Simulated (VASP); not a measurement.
The system is GaAs.

```
Ga As
1.0
     0.00000    2.81943    2.84063
     2.81943    0.00000    2.84063
     2.81943    2.81943    0.00000
Ga As
1 1
Direct
  0.00000 0.00000 0.00000
  0.25000 0.25000 0.25000
```

The cell was built by a generator and isn't the measured one.

Program: VASP 6.6.1. Alike in all runs: task electric field gradients; no spin polarisation; cell as given; cutoff (eV) 600; smearing gaussian 0.02 eV.

Order these runs on this cell by their band gap on the k mesh, lowest first.
A. level r2SCAN; potentials or basis VASP PAW PBE potentials, release 64 (Ga_d, As); k mesh 12 × 12 × 12
B. level PBE; potentials or basis VASP PAW PBE potentials, release 64 (Ga_d, As); k mesh 8 × 8 × 8
C. level LDA; potentials or basis VASP PAW LDA potentials, release 64 (Ga_d, As); k mesh 12 × 12 × 12

C (0.32 eV), B (0.51 eV), A (0.98 eV).

A k mesh can miss the band edges.

Not every run made on this cell is shown here.
